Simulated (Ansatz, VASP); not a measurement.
**One calculation of Zr2BiN2, two programs**

```
Zr Bi N
1.0
     3.69965    0.00000    0.00000
    -1.84982    3.20399    0.00000
     0.00000    0.00000    7.48690
Zr Bi N
2 1 2
Direct
  0.66667 0.33333 0.00000
  0.00000 0.00000 0.00000
  0.00000 0.00000 0.50000
  0.33333 0.66667 0.20546
  0.33333 0.66667 0.79454
```

Change from the starting cell: species swapped into the La2Cu2I type (P-6m2, No. 187).

Alike in both runs: task single point; functional PBE; k mesh 6 × 6 × 2; occupations gaussian, width 0.1 eV; no spin polarisation.

|  | VASP | Ansatz |
| --- | --- | --- |
| version | VASP 6.6.1 | Ansatz 0.2.0 |
| potentials or method | VASP PAW PBE potentials, release 64 (Zr_sv, Bi_d, N) | scalar-relativistic, plane waves, PAW |
| plane-wave cutoff (eV) | 520 | 420 |
| valence electrons in the cell | 49 | 49 |

```tsv
	VASP	Ansatz	Ansatz less VASP
gap on the k mesh at the Fermi level (eV)	none	none	-
pressure (GPa)	18.7	18.0	-0.70
largest component of the traceless stress (GPa)	38.44	37.64	-0.800
rms of the force components (eV/Å)	0.552	0.551	-0.0008
```

Atom by atom the forces differ by 0.001 eV/Å (rms over components). A gap of «none» marks a metal or a gap that the smearing closes.

Caveats: the k mesh is coarse (spacing up to 0.42 Å⁻¹), so the values aren't converged; so large a pressure means that the cell lies far from this level's equilibrium, or that cutoff or potentials fall short (VASP); spin-orbit coupling is left out, which moves the levels of the heavy elements; forces of over 1 eV/Å show positions far from the minimum, so gaps and moduli don't describe the material at rest.
